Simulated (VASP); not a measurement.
# Pb (Lead): structure and properties in VASP, part 4 of 4

What structure and properties does PBEsol give Pb (Lead), and how near are they to the measured ones? Left out of this account: 1 further run (relaxation: a spoilt try). The start is a cell from a database of measured crystal structures.

VASP 6.6.1; PBEsol; plane waves and PAW (Pb_d).

Still holding for the runs below: The k-mesh is coarse for a metal.

So far. Step 13 (Volume scan with PBEsol, volume scale 1.06): The pressure falls from -1.66 to -2.37 GPa. The parabola predicted -2.30 GPa, +0.07 GPa off. Step 15 (Fit for PBEsol): The fitted volume lies +0.19 % from the relaxed one. At a finite cutoff and mesh the minimum of the energy and the zero of the stress don't quite coincide, and the relaxation stops at a threshold. The relaxed cell has a = 4.947 Å (conventional setting).

### Step 16. Field gradients at the nuclei (PBEsol)

This step: PBEsol; plane waves and PAW (Pb_d) (VASP 6.6.1).

Field gradients probe how far the charge around each nucleus departs from cubic symmetry; LASPH keeps the non-spherical terms inside the spheres.

INCAR reads:

```
SYSTEM = Pb
PREC = Accurate
ENCUT = 400
EDIFF = 1E-07
NELM = 100
ISMEAR = 1
SIGMA = 0.2
LREAL = .FALSE.
ALGO = Normal
GGA = PS
NBANDS = 13
LORBIT = 11
LWAVE = .FALSE.
LCHARG = .FALSE.
KPAR = 2
LEFG = .TRUE.
LASPH = .TRUE.
```

POSCAR reads:

```
Pb
1.0
    0.0000000000      2.4735270012      2.4735270012
    2.4735270012      0.0000000000      2.4735270012
    2.4735270012      2.4735270012      0.0000000000
Pb
1
Direct
    0.0000000000      0.0000000000      0.0000000000
```

KPOINTS reads:

```
Automatic mesh
0
Gamma
7 7 7
0 0 0
```

Potentials, in the order of the species: Pb_d (PBE family, release 64).

Run with:

```sh
$ mpirun -np 2 vasp_std
```

What it wrote:

```text
[... set-up lines as in an earlier step ...]
 entering main loop
       N       E                     dE             d eps       ncg     rms          rms(c)
[... 1 cycle as in an earlier step ...]
DAV:   2     0.836695988342E+00   -0.10187E+03   -0.97875E+02   545   0.288E+02
DAV:   3    -0.391790448075E+01   -0.47546E+01   -0.47328E+01   670   0.706E+01
DAV:   4    -0.402068629141E+01   -0.10278E+00   -0.10277E+00   642   0.108E+01
DAV:   5    -0.402471536560E+01   -0.40291E-02   -0.40290E-02   744   0.195E+00    0.568E-01
DAV:   6    -0.401180881053E+01    0.12907E-01   -0.16705E-02   645   0.232E+00    0.265E-01
DAV:   7    -0.400866760021E+01    0.31412E-02   -0.66185E-03   675   0.133E+00    0.868E-02
DAV:   8    -0.400846343146E+01    0.20417E-03   -0.35727E-04   752   0.314E-01    0.858E-03
DAV:   9    -0.400846261543E+01    0.81603E-06   -0.54031E-06   704   0.408E-02    0.414E-03
DAV:  10    -0.400846241857E+01    0.19685E-06   -0.50490E-07   635   0.913E-03    0.115E-04
DAV:  11    -0.400846240774E+01    0.10835E-07   -0.10185E-08   440   0.958E-04
ion   1
     0.0000000     0.0000000    -0.0000000    -0.0000000     0.0000000    -0.0000000
     0.0000688     0.0000000    -0.0000000    -0.0000000     0.0000000    -0.0000000
     0.0000947     0.0000000    -0.0000000    -0.0000000     0.0000000    -0.0000000
     0.0001304     0.0000000    -0.0000000    -0.0000000     0.0000000    -0.0000000
     0.0001796     0.0000000    -0.0000000    -0.0000000     0.0000000    -0.0000000

     0.0000000    -0.0000000     0.0000000    -0.0000000     0.0000000     0.0000000
     0.0000688    -0.0000000     0.0000000    -0.0000000     0.0000000     0.0000000
     0.0000947    -0.0000000     0.0000000    -0.0000000     0.0000000     0.0000000
     0.0001304    -0.0000000     0.0000000    -0.0000000     0.0000000     0.0000000
     0.0001796    -0.0000000     0.0000000    -0.0000000     0.0000000     0.0000000

   1 F= -.40084624E+01 E0= -.40085037E+01  d E =0.123743E-03
```

Wall time 4.4 s (2 MPI ranks of Intel Xeon Platinum 8488C (Sapphire Rapids), shared host); peak memory 0.24 GiB.

OUTCAR, selected parts (step 16):

```text
   NELECT =      14.0000    total number of electrons

 E-fermi :   7.0324

 k-point     1 :       0.0000    0.0000    0.0000
  band No.  band energies     occupation
    ...
      2      -9.8564      2.00000
      3      -9.8564      2.00000
      4      -9.7131      2.00000
      5      -9.7131      2.00000
      6      -4.6565      2.00000
      7      14.5503      0.00000
      8      14.5503      0.00000
      9      14.5503      0.00000
     10      16.8853      0.00000
     11      18.4607      0.00000
    ...

  Total        0.0058584      0.0058584      0.0058584     -0.0000000     -0.0000000      0.0000000
  in kB        0.3101067      0.3101067      0.3101067     -0.0000000     -0.0000000      0.0000000
  external PRESSURE =       0.3101067 kB  Pullay stress =       0.0000000 kB

 POSITION                                       TOTAL-FORCE (eV/Angst)
 -----------------------------------------------------------------------------------
      0.00000      0.00000      0.00000         0.000000      0.000000      0.000000
 -----------------------------------------------------------------------------------
    total drift:                               -0.000000      0.000000     -0.000000

  FREE ENERGIE OF THE ION-ELECTRON SYSTEM (eV)
  ---------------------------------------------------
  free  energy   TOTEN  =        -4.0084624077 eV

  energy  without entropy=       -4.0085861510  energy(sigma->0) =       -4.00850366

 Electric field gradients after diagonalization (V/A^2)
 (convention: |V_zz| > |V_xx| > |V_yy|)
----------------------------------------------------------------------
 ion       V_xx      V_yy      V_zz     asymmetry (V_yy - V_xx)/ V_zz
----------------------------------------------------------------------
   1       0.001     0.001    -0.002       0.000
----------------------------------------------------------------------

[... 10 parts as in an earlier step ...]

[... 7 further parts left out ...]
```

Numbers from this step:

- SCF cycles: 11
- free energy (TOTEN): -4.008 eV
- Fermi energy: 7.032 eV
- pressure: 0.03101 GPa

Electric field gradients, by row:

```tsv
atom	Vxx (V/Å²)	Vyy (V/Å²)	Vzz (V/Å²)	asymmetry
Pb1	0.001	0.001	-0.002	-
```

All gradients vanish within the noise.

The run ends at a pressure of 0.03 GPa.

### Step 17. Summary of results

| Item | Value |
| --- | --- |
| relaxed volume | 30.27 Å³/atom |
| relaxed conventional cell a, b, c | 4.947, 4.947, 4.947 Å |
| space group after relaxing, within 0.02 Å | Fm-3m (No. 225) |
| band gap | none, a metal |
| DOS at the Fermi level | 0.525 states/eV/cell |
| shallowest level of the frozen cores | Pb1 5p, 81.3 eV deep |
| bulk modulus from the fit | 46.1 GPa |
| volume from the fit | 30.3 Å³/atom |
| largest field gradient Vzz | zero within the noise on all sites |

In words: With PBEsol, Pb (Lead) relaxes to 30.27 Å³/atom in space group Fm-3m (held by the symmetry of the run), comes out as a metal and has a bulk modulus of 46.1 GPa. Against the listed cell the volume lies -0.2 %. Bands along the symmetry lines (PBEsol): Of the bands kept, 2 cross the Fermi level on this path. Spin-orbit coupling is left out, and with elements this heavy it would split and shift bands near the Fermi level. The k-sampling is coarse for a metal, so the Fermi level, pressures and the shape of the cell carry errors. No search among competing phases was made. All values are for a static lattice at zero temperature.

Calculation against experiment:

| quantity | measured | PBEsol |
| --- | --- | --- |
| lattice constant a (Å) | 4.95 | 4.947 (-0.1 %) |

Measured values from arxiv:1901.05089 (2019).

**Verdict.** The lattice constant a is off by -0.1 %: good agreement. The grades are ours: good and fair within 0.7 and 1.5 % for the lattice constant a. For lattice constants the calculation has a static lattice, without zero-point motion or thermal expansion.

[Lines on the potential files, build, host, timing and source positions are cut from VASP's logs without a mark.]

[Logs are printed without paths, hosts, clocks, repeated set-up lines and the standing remarks that a program may print on its own settings, such as how far it seeks lower states.]

[Hosts, paths, dates, database ids (printed as entryN), source tags and the programs' standing remarks are cut or masked in the printed files.]

[A measured line is paired with the nearest computed mode of its activity, which favours agreement.]
